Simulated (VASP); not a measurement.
Input of a VASP 6.6.1 run:

INCAR

```
SYSTEM = Co7NiO8
ALGO     = Normal         ! electronic algorithm
AMIX     = 0.2          
AMIX_MAG = 0.8          
BMIX     = 1E-4         
BMIX_MAG = 1E-4         
EDIFF    = 1E-6           ! SCF threshold, eV
EDIFFG   = -0.01          ! ionic threshold
ENCUT    = 600            ! plane-wave cutoff, eV
GGA      = PE             ! functional
IBRION   = 2              ! ionic algorithm
ISIF     = 3              ! what is computed and relaxed
ISMEAR   = 0              ! smearing method
ISPIN    = 2              ! spin polarisation
KPAR     = 4            
LASPH    = .True.         ! aspherical terms in the spheres
LCHARG   = .False.        ! write CHGCAR
LMAXMIX  = 4              ! l up to which the mixer works
LORBIT   = 11             ! projections on sites
LREAL    = .False.        ! projectors in reciprocal space
LWAVE    = .False.        ! write WAVECAR
MAGMOM   = 3 3 3 3 3 3 3 2 0 0 0 0 0 0 0 0 ! initial moments
NELM     = 150            ! most SCF steps
NSW      = 90             ! ionic steps
PREC     = Accurate       ! precision mode
SIGMA    = 0.03           ! smearing width, eV
```

KPOINTS

```
k-points
0
Gamma
  6 6 6
  0 0 0
```

Contents of POSCAR:

```
Co7NiO8
1.0
    0.0000000000     -4.2516004100     -4.2516004100
   -4.2516004100     -4.2516004100      0.0000000000
   -4.2516004100      0.0000000000     -4.2516004100
Co Ni O
7 1 8
Direct
    0.5000000000      0.5000000000      0.5000000000
    0.5000000000      0.0000000000      0.5000000000
    0.5000000000      0.5000000000      0.0000000000
    0.5000000000      0.0000000000      0.0000000000
    0.0000000000      0.5000000000      0.5000000000
    0.0000000000      0.0000000000      0.5000000000
    0.0000000000      0.5000000000      0.0000000000
    0.0000000000      0.0000000000      0.0000000000
    0.2500000000      0.2500000000      0.2500000000
    0.2500000000      0.7500000000      0.2500000000
    0.2500000000      0.2500000000      0.7500000000
    0.2500000000      0.7500000000      0.7500000000
    0.7500000000      0.2500000000      0.2500000000
    0.7500000000      0.7500000000      0.2500000000
    0.7500000000      0.2500000000      0.7500000000
    0.7500000000      0.7500000000      0.7500000000
```

Potentials or basis: VASP PAW PBE potentials, release 64 (Co, Ni, O).

Command:

```console
$ cat potpaw_PBE.64/Co/POTCAR potpaw_PBE.64/Ni/POTCAR potpaw_PBE.64/O/POTCAR > POTCAR
$ mpirun -np 4 vasp_std > vasp.out
```

Task: Estimate the site moments.

Result: Co +2.39, +2.52; Ni -1.38; O +0.31, +0.17 μB.

Task: What does it give for the relaxed volume?

Result: 9.50 Å³/atom.

Final structure:
```
CELL_PARAMETERS angstrom
0.00000 -4.23529 -4.23529
-4.23529 -4.23529 0.00000
-4.23529 0.00000 -4.23529
ATOMIC_POSITIONS crystal
Co 0.50000 0.50000 0.50000
Co 0.50000 0.00000 0.50000
Co 0.50000 0.50000 0.00000
Co 0.50000 0.00000 0.00000
Co 0.00000 0.50000 0.50000
Co 0.00000 0.00000 0.50000
Co 0.00000 0.50000 0.00000
Ni 0.00000 0.00000 0.00000
O 0.25000 0.25000 0.25000
O 0.24947 0.75053 0.24947
O 0.24947 0.24947 0.75053
O 0.24947 0.75053 0.75053
O 0.75053 0.24947 0.24947
O 0.75053 0.75053 0.24947
O 0.75053 0.24947 0.75053
O 0.75000 0.75000 0.75000
```
